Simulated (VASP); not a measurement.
An input for Ansatz (written as the equivalent of a VASP run, and not itself run):

Ansatz 0.2 input:
```yaml
crystal:
  lattice:
    - [3.2725547, 0.0000000, 0.0000000]
    - [-1.6362773, 2.8341160, 0.0000000]
    - [0.0000000, 0.0000000, 5.2064972]
  atoms:
    - { symbol: Be, position: [0.0000000, 0.0000000, 0.0000000] }
    - { symbol: Be, position: [0.0000000, 0.0000000, 0.5000000] }
    - { symbol: S, position: [0.3333330, 0.6666670, 0.2500000] }
    - { symbol: S, position: [0.6666670, 0.3333330, 0.7500000] }
kpoints:
  mp_grid: { grid: [8, 8, 4] }
hamiltonian:
  xc: pbesol
  pseudopotentials: { kind: paw }
scf:
  occupations: { method: gaussian, width: 0.05 }
  max_iter: 100
relax:
  max_steps: 40
  f_tol: 0.02
  cell: { p_target: 5 }
output: { forces: true, stress: true, eigenvalues: true }
```

Translate this input to VASP (INCAR, KPOINTS, POSCAR, choice of POTCAR).

One answer among several that fit: 
File POSCAR:
```
BeS
1.0
  3.2725546786   0.0000000000   0.0000000000
 -1.6362773393   2.8341159994   0.0000000000
  0.0000000000   0.0000000000   5.2064971631
Be S
2 2
direct
  0.0000000000   0.0000000000   0.0000000000
  0.0000000000   0.0000000000   0.5000000000
  0.3333330000   0.6666670000   0.2500000000
  0.6666670000   0.3333330000   0.7500000000
```

INCAR:
```
ALGO=Normal
EDIFF=1E-6
EDIFFG=-0.02
ENCUT=500
GGA=PS
IBRION=2
ISIF=3
ISMEAR=0
LASPH=T
LCHARG=F
LREAL=F
LWAVE=F
NELM=100
NSW=40
PREC=Accurate
PSTRESS=50
SIGMA=0.05
SYSTEM=BeS
```

File KPOINTS:
```
Automatic mesh
0
Gamma
8 8 4
0 0 0
```

POTCAR, in this order: Be S (PBE.64 set). Program: vasp_std.

Limits of the translation: each code has its own PAW files, so the cut-off isn't converted (ENCUT is set for VASP's; basis.ecutwfc is left out, and Ansatz then takes the one that its files recommend); Ansatz stops its SCF on the density residual and VASP on the energy change (EDIFF).

The structure was generated: BeS was put into the NiAs type type (P6_3/mmc), which need not be its known phase. This run relaxes it under an external pressure of 5 GPa. Symmetry was kept, so distortions that lower it aren't found.
